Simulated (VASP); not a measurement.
Write the native input for VASP 6.6.1 that does the following.

```yaml
Task: electric field gradients
Functional: PBE
Potentials_or_basis: VASP PAW PBE potentials, release 64 (Sb, B, N)
Cutoff: 520 eV
k_mesh: 3 × 3 × 3
Occupations: fermi-dirac, width 0.01 eV
Spin: no spin polarisation
Dipole_correction: no
Further_INCAR_settings: LREAL = Auto; ALGO = Fast; EDIFF = 1e-08; NBANDS = 97
```

The structure of B17SbN18 (a cell with a defect) lies in POSCAR:

```
B17SbN18
1.0
    7.4947200000      0.0000000000      0.0000000000
   -3.7473600000      6.4906179144      0.0000000000
    0.0000000000      0.0000000000      6.6357000000
Sb B N
1 17 18
Direct
    0.1111111111      0.2222222222      0.2500000000
    0.1111111111      0.5555555556      0.2500000000
    0.1111111111      0.8888888889      0.2500000000
    0.4444444444      0.2222222222      0.2500000000
    0.4444444444      0.5555555556      0.2500000000
    0.4444444444      0.8888888889      0.2500000000
    0.7777777778      0.2222222222      0.2500000000
    0.7777777778      0.5555555556      0.2500000000
    0.7777777778      0.8888888889      0.2500000000
    0.2222222222      0.1111111111      0.7500000000
    0.2222222222      0.4444444444      0.7500000000
    0.2222222222      0.7777777778      0.7500000000
    0.5555555556      0.1111111111      0.7500000000
    0.5555555556      0.4444444444      0.7500000000
    0.5555555556      0.7777777778      0.7500000000
    0.8888888889      0.1111111111      0.7500000000
    0.8888888889      0.4444444444      0.7500000000
    0.8888888889      0.7777777778      0.7500000000
    0.1111111111      0.2222222222      0.7500000000
    0.1111111111      0.5555555556      0.7500000000
    0.1111111111      0.8888888889      0.7500000000
    0.4444444444      0.2222222222      0.7500000000
    0.4444444444      0.5555555556      0.7500000000
    0.4444444444      0.8888888889      0.7500000000
    0.7777777778      0.2222222222      0.7500000000
    0.7777777778      0.5555555556      0.7500000000
    0.7777777778      0.8888888889      0.7500000000
    0.2222222222      0.1111111111      0.2500000000
    0.2222222222      0.4444444444      0.2500000000
    0.2222222222      0.7777777778      0.2500000000
    0.5555555556      0.1111111111      0.2500000000
    0.5555555556      0.4444444444      0.2500000000
    0.5555555556      0.7777777778      0.2500000000
    0.8888888889      0.1111111111      0.2500000000
    0.8888888889      0.4444444444      0.2500000000
    0.8888888889      0.7777777778      0.2500000000
```

These files were run (other wordings do the same):

INCAR

```
PREC = Accurate ; ENCUT = 520
EDIFF = 1E-8 ; ISMEAR = -1
SIGMA = 0.01 ; LREAL = Auto
LASPH = True ; NELM = 100
ALGO = Fast ; ISIF = 2
LWAVE = False ; LCHARG = False
GGA = PE ; LEFG = True
NBANDS = 97
```

KPOINTS

```
regular mesh
0
Gamma
  3 3 3
```

Potentials or basis: VASP PAW PBE potentials, release 64 (Sb, B, N).

Command:

```sh
$ cat potpaw_PBE.64/Sb/POTCAR potpaw_PBE.64/B/POTCAR potpaw_PBE.64/N/POTCAR > POTCAR
$ mpirun -np 1 vasp_std > vasp.out
```

It gave:

```
Pressure               : 43.7 GPa
Largest force          : 48.252 eV/Å
Band gap on the k mesh : none (metal or under the smearing width)
```

Caveat: a pressure of tens of GPa on the cell as given is suspect, and the run, the potentials or the cell itself is likely at fault.

Run time: 6 min on 1 thread of Intel(R) Xeon(R) Platinum 8375C CPU @ 2.90GHz (Ice Lake) (shared host), peak memory 0.46 GiB.
